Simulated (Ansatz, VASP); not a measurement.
# InGa3P4 in two plane-wave programs, part 2 of 2

One calculation is typed for both programs; each brings its own data sets. How far apart do they land? The cell is taken from a series of runs on this material, whose earlier steps may have relaxed, scaled, displaced or heated it; both programs get it as it stands.

VASP 6.6.1 and Ansatz 0.2.0.

So far: Starting point; Ansatz: relaxation of cell and atoms, r2SCAN.

### Step 3. VASP: relaxation of cell and atoms, r2SCAN

Level of this step: r2SCAN; plane waves and PAW (In_d, Ga_d, P) (VASP).

The same cell, functional, mesh and smearing now go to VASP, with its own data sets.

Lines of VASP's logs that name or quote its potential files are left out, and so is its time.

Input file INCAR:

```
SYSTEM = InGa3P4
PREC = Accurate
ENCUT = 550
EDIFF = 1E-07
NELM = 120
ISMEAR = -1
SIGMA = 0.02
LREAL = .FALSE.
ALGO = Normal
METAGGA = R2SCAN
LASPH = .TRUE.
NBANDS = 89
LORBIT = 11
LWAVE = .FALSE.
LCHARG = .FALSE.
ISIF = 3
IBRION = 2
NSW = 80
EDIFFG = -0.005
GGA_COMPAT = .FALSE.
NELMIN = 4
EFERMI = MIDGAP
LMIXTAU = .TRUE.
KPAR = 4
```

Input file POSCAR:

```
InGa3P4
1.0
    0.0000000000      5.5547500000      5.5547500000
    5.5547500000      0.0000000000      5.5547500000
    5.5547500000      5.5547500000      0.0000000000
In Ga P
2 6 8
Direct
    0.0000000000      0.0000000000      0.0000000000
    0.0000000000      0.0000000000      0.5000000000
    0.0000000000      0.5000000000      0.0000000000
    0.0000000000      0.5000000000      0.5000000000
    0.5000000000      0.0000000000      0.0000000000
    0.5000000000      0.0000000000      0.5000000000
    0.5000000000      0.5000000000      0.0000000000
    0.5000000000      0.5000000000      0.5000000000
    0.3750000000      0.3750000000      0.3750000000
    0.3750000000      0.3750000000      0.8750000000
    0.3750000000      0.8750000000      0.3750000000
    0.3750000000      0.8750000000      0.8750000000
    0.8750000000      0.3750000000      0.3750000000
    0.8750000000      0.3750000000      0.8750000000
    0.8750000000      0.8750000000      0.3750000000
    0.8750000000      0.8750000000      0.8750000000
```

Input file KPOINTS:

```
Automatic mesh
0
Gamma
4 4 4
0 0 0
```

PAW data sets: In_d, Ga_d and P (PBE family, release 64).

Launch:

```
$ mpirun -np 4 vasp_std
```

Numbers of over 12 decimals in the logs are rounded to 6 here.

The log of the run:

```text
[banner, memory and clock lines left out]
running    4 mpi-ranks, on    1 nodes
 distrk:  each k-point on    1 cores,    4 groups
 distr:  one band on    1 cores,    1 groups

 POSCAR found type information on POSCAR InGaP
 POSCAR found :  3 types and      16 ions
|                                                                             |
|               ----> ADVICE to this user running VASP <----                  |
|                                                                             |
|     You enforced a specific xc type in the INCAR file but a different       |
|     [... a line on the potential file left out ...]
|     I HOPE YOU KNOW WHAT YOU ARE DOING!                                     |
|                                                                             |

 LDA part: xc-table for (None), standard interpolation
 POSCAR, INCAR and KPOINTS ok, starting setup
 FFT: planning ... GRIDC
 FFT: planning ... GRID_SOFT
 FFT: planning ... GRID
 WAVECAR not read
 entering main loop
       N       E                     dE             d eps       ncg     rms          rms(c)
DAV:   1     0.154012371917E+04    0.15401E+04   -0.64640E+04  3517   0.242E+03
DAV:   2     0.182382701753E+03   -0.13577E+04   -0.12945E+04  3212   0.720E+02
DAV:   3    -0.175641675272E+03   -0.35802E+03   -0.33573E+03  3765   0.254E+02
DAV:   4    -0.210993490000E+03   -0.35352E+02   -0.34650E+02  3882   0.774E+01
DAV:   5    -0.213209064466E+03   -0.22156E+01   -0.21997E+01  4928   0.198E+01    0.190E+01
DAV:   6    -0.199636650882E+03    0.13572E+02   -0.88685E+00  4613   0.280E+01    0.974E+00
DAV:   7    -0.188691056267E+03    0.10946E+02   -0.30233E+00  3583   0.802E+00    0.504E+00
DAV:   8    -0.192515357397E+03   -0.38243E+01   -0.37421E+00  3518   0.736E+00    0.213E+00
DAV:   9    -0.192327809992E+03    0.18755E+00   -0.45289E-01  3918   0.388E+00    0.145E+00
DAV:  10    -0.192114420742E+03    0.21339E+00   -0.25192E-01  3535   0.276E+00    0.481E-01
DAV:  11    -0.192315817041E+03   -0.20140E+00   -0.22950E-01  3547   0.265E+00    0.281E-01
DAV:  12    -0.192320329729E+03   -0.45127E-02   -0.16706E-02  4444   0.750E-01    0.243E-01
DAV:  13    -0.192323184919E+03   -0.28552E-02   -0.55256E-03  3590   0.550E-01    0.155E-01
DAV:  14    -0.192316074602E+03    0.71103E-02   -0.51747E-03  3883   0.445E-01    0.788E-02
[...]
DAV:  30    -0.192324061478E+03    0.18389E-05   -0.23649E-07  2912   0.440E-03    0.431E-02
DAV:  31    -0.192324060708E+03    0.76961E-06   -0.21587E-07  2292   0.833E-03    0.386E-02
DAV:  32    -0.192324060234E+03    0.47437E-06   -0.21755E-07  2578   0.122E-02    0.335E-02
DAV:  33    -0.192324059122E+03    0.11119E-05   -0.10342E-06  4240   0.299E-02    0.216E-02
DAV:  34    -0.192324058264E+03    0.85747E-06   -0.61531E-07  3480   0.156E-02    0.140E-02
DAV:  35    -0.192324058024E+03    0.23982E-06   -0.37985E-07  3084   0.858E-03    0.812E-03
DAV:  36    -0.192324057909E+03    0.11494E-06   -0.18284E-07  2246   0.549E-03    0.450E-03
DAV:  37    -0.192324057910E+03   -0.43292E-09   -0.54483E-08  1941   0.442E-03
   1 F= -.19232406E+03 E0= -.19232406E+03  d E =-.192324E+03
[... from here on, the cycles between the ionic steps are left out ...]
   4 F= -.19288244E+03 E0= -.19288244E+03  d E =-.389293E-01
   5 F= -.19288815E+03 E0= -.19288815E+03  d E =-.446384E-01
   6 F= -.19288813E+03 E0= -.19288813E+03  d E =-.446223E-01
   7 F= -.19288992E+03 E0= -.19288992E+03  d E =-.179322E-02
   8 F= -.19289014E+03 E0= -.19289014E+03  d E =-.201377E-02
   9 F= -.19289026E+03 E0= -.19289026E+03  d E =-.112290E-03
  10 F= -.19289026E+03 E0= -.19289026E+03  d E =-.112039E-03
 curvature:  -0.53 expect dE=-0.206E-04 dE for cont linesearch -0.781E-08
 trial: gam= 0.15307 g(F)=  0.179E-04 g(S)=  0.207E-04 ort = 0.183E-05 (trialstep = 0.105E+01)
 search vector abs. value=  0.445E-04
 bond charge predicted
       N       E                     dE             d eps       ncg     rms          rms(c)
DAV:   1    -0.192890315659E+03   -0.58734E-04   -0.52080E-03  3824   0.249E-01    0.593E-02
DAV:   2    -0.192890300275E+03    0.15384E-04   -0.31420E-04  4145   0.107E-01    0.290E-02
DAV:   3    -0.192890287126E+03    0.13149E-04   -0.45871E-05  4925   0.338E-02    0.145E-02
DAV:   4    -0.192890283788E+03    0.33375E-05   -0.12206E-05  3885   0.220E-02    0.451E-03
DAV:   5    -0.192890285224E+03   -0.14356E-05   -0.51061E-06  3466   0.206E-02    0.268E-03
DAV:   6    -0.192890285357E+03   -0.13320E-06   -0.10389E-06  3614   0.105E-02    0.150E-03
DAV:   7    -0.192890285571E+03   -0.21391E-06   -0.34912E-07  2987   0.537E-03    0.383E-04
DAV:   8    -0.192890285582E+03   -0.10954E-07   -0.11826E-07  2113   0.320E-03
  11 F= -.19289029E+03 E0= -.19289029E+03  d E =-.286387E-04
 trial-energy change:   -0.000029  1 .order   -0.000020   -0.000041    0.000000
 step:   1.0454(harm=  1.0424)  dis= 0.00031  next Energy=  -192.890286 (dE=-0.286E-04)
 reached required accuracy - stopping structural energy minimisation
```

Parts of OUTCAR (step 3):

```text
ion  position               nearest neighbor table
   1  0.000  0.000  0.000-  16 2.41  14 2.41  15 2.41  12 2.41   2 3.93   2 3.93
   2  0.000  0.000  0.500-  15 2.41  13 2.41  11 2.41  16 2.41   1 3.93   1 3.93
   3  0.000  0.500  0.000-  14 2.41  13 2.41  10 2.41  16 2.41
   4  0.000  0.500  0.500-  13 2.41   9 2.41  14 2.41  15 2.41
   5  0.500  0.000  0.000-  12 2.41  11 2.41  10 2.41  16 2.41
   6  0.500  0.000  0.500-  11 2.41   9 2.41  12 2.41  15 2.41
   7  0.500  0.500  0.000-  10 2.41   9 2.41  12 2.41  14 2.41
   8  0.500  0.500  0.500-   9 2.41  10 2.41  11 2.41  13 2.41
   9  0.375  0.375  0.375-   8 2.41   6 2.41   7 2.41   4 2.41
  10  0.375  0.375  0.875-   7 2.41   5 2.41   3 2.41   8 2.41
  11  0.375  0.875  0.375-   6 2.41   5 2.41   2 2.41   8 2.41
  12  0.375  0.875  0.875-   5 2.41   1 2.41   6 2.41   7 2.41
  13  0.875  0.375  0.375-   4 2.41   3 2.41   2 2.41   8 2.41
  14  0.875  0.375  0.875-   3 2.41   1 2.41   4 2.41   7 2.41
  15  0.875  0.875  0.375-   2 2.41   1 2.41   4 2.41   6 2.41
  16  0.875  0.875  0.875-   1 2.41   2 2.41   3 2.41   5 2.41

  LATTYP: Found a face centered cubic cell.
 ALAT       =    11.1095000000

 Subroutine GETGRP returns: Found  4 space group operations
 (whereof  4 operations were pure point group operations)

The static configuration has the point symmetry C_2v.

 Found     18 irreducible k-points:

   k-points           NKPTS =     18   k-points in BZ     NKDIM =     18   number of bands    NBANDS=     89

   dimension x,y,z NGX =    60 NGY =   60 NGZ =   60
   dimension x,y,z NGXF=   120 NGYF=  120 NGZF=  120

   ENCUT  =  550.0 eV  40.42 Ry    6.36 a.u.  15.02 15.02 15.02*2*pi/ulx,y,z

   NELECT =     144.0000    total number of electrons

 k-points in reciprocal lattice and weights: Automatic mesh
   0.00000000  0.00000000  0.00000000       0.016
   0.25000000  0.00000000  0.00000000       0.062
   0.00000000  0.00000000  0.25000000       0.062
   0.50000000  0.00000000  0.00000000       0.031
   0.00000000  0.00000000  0.50000000       0.031
   0.25000000  0.25000000  0.00000000       0.031
   0.00000000  0.25000000  0.25000000       0.062
   0.50000000  0.25000000  0.00000000       0.062
   0.00000000  0.50000000  0.25000000       0.125
[...]
-0.25000000  0.50000000  0.25000000       0.062
   0.25000000 -0.25000000  0.50000000       0.031

 average (electrostatic) potential at core
       1-101.5287       2-101.5287       3 -70.1105       4 -70.1105       5 -70.1105
       6 -70.1105       7 -70.1560       8 -70.1560       9 -86.5043      10 -86.5043
      11 -86.3014      12 -86.3014      13 -86.3014      14 -86.3014      15 -86.0889
      16 -86.0889

 E-fermi :   5.4215

 k-point     1 :       0.0000    0.0000    0.0000
  band No.  band energies     occupation
    ...
     68       3.6261      2.00000
     69       3.6808      2.00000
     70       4.5744      2.00000
     71       4.5867      2.00000
     72       4.6844      2.00000
     73       6.1586      0.00000
     74       6.2184      0.00000
     75       6.3904      0.00000
     76       6.4534      0.00000
     77       6.5144      0.00000
    ...

 k-point     2 :       0.2500    0.0000    0.0000
  band No.  band energies     occupation
    ...
     68       3.2855      2.00000
     69       3.5389      2.00000
     70       3.6213      2.00000
     71       4.3823      2.00000
     72       4.4776      2.00000
     73       6.4850      0.00000
     74       6.7085      0.00000
     75       6.7457      0.00000
     76       6.7459      0.00000
     77       7.1146      0.00000
    ...

 k-point     3 :       0.0000    0.0000    0.2500
  band No.  band energies     occupation
    ...
     68       3.2469      2.00000
     69       3.6259      2.00000
     70       3.6758      2.00000
     71       4.3813      2.00000
     72       4.4048      2.00000
     73       6.4521      0.00000
     74       6.7080      0.00000
     75       6.8167      0.00000
     76       6.9007      0.00000
     77       7.0660      0.00000
    ...

  Total       -0.0030919     -0.0030919      0.0064836     -0.0002510      0.0000000      0.0000000
  in kB       -0.0143506     -0.0143506      0.0300924     -0.0011651      0.0000000      0.0000000
  external PRESSURE =       0.0004637 kB  Pullay stress =       0.0000000 kB

  energy-cutoff  :      550.00
  volume of cell :      345.20
      direct lattice vectors                 reciprocal lattice vectors
    -0.005327570  5.563036693  5.577196023    -0.089792976  0.089792976  0.089650785
     5.563036693 -0.005327570  5.577196023     0.089792976 -0.089792976  0.089650785
     5.557709123  5.557709123  0.000000000     0.089965126  0.089965126 -0.089650785

 POSITION                                       TOTAL-FORCE (eV/Angst)
 -----------------------------------------------------------------------------------
      5.55771      5.55771      0.00731        -0.000000      0.000000      0.000094
      2.77885      2.77885      0.00731        -0.000000      0.000000      0.000094
      2.77747      5.55910      8.36454         0.001142     -0.001142      0.000349
      5.55632      8.33795      8.36454         0.001142     -0.001142      0.000349
      5.55910      2.77747      8.36454        -0.001142      0.001142      0.000349
      8.33795      5.55632      8.36454        -0.001142      0.001142      0.000349
      8.33656      8.33656      5.58101        -0.000000     -0.000000      0.000824
      5.55771      5.55771      5.58101        -0.000000     -0.000000      0.000824
      4.16828      4.16828      4.18205        -0.000000     -0.000000      0.001123
      6.94714      6.94714      4.18205        -0.000000     -0.000000      0.001123
      6.89338      4.22204      7.02850         0.001039     -0.001039     -0.000615
      9.67223      7.00089      7.02850         0.001039     -0.001039     -0.000615
      4.22204      6.89338      7.02850        -0.001039      0.001039     -0.000615
      7.00089      9.67223      7.02850        -0.001039      0.001039     -0.000615
      6.94714      6.94714      9.63831        -0.000000      0.000000     -0.001509
      9.72599      9.72599      9.63831        -0.000000      0.000000     -0.001509
 -----------------------------------------------------------------------------------
    total drift:                                0.000008      0.000008     -0.002481

  FREE ENERGIE OF THE ION-ELECTRON SYSTEM (eV)
  ---------------------------------------------------
  free  energy   TOTEN  =      -192.8902855820 eV

  energy  without entropy=     -192.8902855820  energy(sigma->0) =     -192.89028558

 reached required accuracy - stopping structural energy minimisation

 total charge
# of ion       s       p       d       tot
------------------------------------------
    1        0.828   0.882   9.908  11.617
    2        0.828   0.882   9.908  11.617
    3        0.827   0.815  10.015  11.658
    4        0.827   0.815  10.015  11.658
    5        0.827   0.815  10.015  11.658
    6        0.827   0.815  10.015  11.658
    7        0.827   0.795  10.010  11.632
    8        0.827   0.795  10.010  11.632
    9        1.012   1.498   0.000   2.510
   10        1.012   1.498   0.000   2.510
   11        1.011   1.530   0.000   2.542
   12        1.011   1.530   0.000   2.542
   13        1.011   1.530   0.000   2.542
   14        1.011   1.530   0.000   2.542
   15        1.012   1.559   0.000   2.570
   16        1.012   1.559   0.000   2.570
--------------------------------------------------
tot         14.710  18.850  79.896 113.456

[... 3 further parts left out ...]
```

CONTCAR:

```
InGa3P4
   1.00000000000000
    -0.0053275699073390    5.5630366927691881    5.5771960230504876
     5.5630366927691881   -0.0053275699073390    5.5771960230504876
     5.5577091228618496    5.5577091228618496    0.0000000000000000
  In              Ga              P
     2     6     8
Direct
     0.0006552853114423    0.0006552853114423    0.9993447146885577
     0.0006552853114423    0.0006552853114423    0.4993447146885578
     0.9996587795198567    0.5001166484084374    0.0001122860358529
     0.9996587795198567    0.5001166484084374    0.5001122860358530
     0.5001166484084374    0.9996587795198567    0.0001122860358529
     0.5001166484084374    0.9996587795198567    0.5001122860358530
     0.5003422184237620    0.5003422184237620    0.9996577815762380
     0.5003422184237620    0.5003422184237620    0.4996577815762381
     0.3749239602003915    0.3749239602003915    0.3750760397996085
     0.3749239602003915    0.3749239602003915    0.8750760397996084
     0.3902430693925805    0.8699779062205851    0.3698895121934171
     0.3902430693925805    0.8699779062205851    0.8698895121934173
     0.8699779062205851    0.3902430693925805    0.3698895121934171
     0.8699779062205851    0.3902430693925805    0.8698895121934173
     0.8640821325229443    0.8640821325229443    0.3859178674770556
     0.8640821325229443    0.8640821325229443    0.8859178674770557
```

### Step 4. Side by side

Known differences besides the potentials themselves: VASP keeps PBE cores, Ansatz makes them for the functional; the cutoff is 600 eV in Ansatz and 550 eV in VASP; Ansatz adds a Pulay correction to the stress that steers its cell, VASP none. Total energies have different zeros and are not compared.

The two programs side by side:

| quantity | Ansatz | VASP | difference |
| --- | --- | --- | --- |
| volume (Å³) | 345.55 | 345.20 | +0.10 % |
| edge a after relaxation, in the typed setting (Å) | 7.880 | 7.877 | +0.04 % |
| edge c after relaxation, in the typed setting (Å) | 7.862 | 7.860 | +0.02 % |

### Step 5. Results

```yaml
difference_in_volume_relaxation_of_cell_and_atoms_r2scan: 0.10 %
```

The difference in volume is 0.10 % (relaxation of cell and atoms, r2SCAN), within the 1.2 % picked in this series as the mark of a large difference, as far as the stopping tolerances let one tell. How closely two codes agree says nothing of how well the functional describes the real material.

[Lines on the potential files, build, host, timing and source positions are cut from VASP's logs without a mark.]

[Logs are printed without paths, hosts, clocks, repeated set-up lines and the standing remarks that a program may print on its own settings, such as how far it seeks lower states.]

[Hosts, paths, dates, database ids (printed as entryN), source tags and the programs' standing remarks are cut or masked in the printed files.]
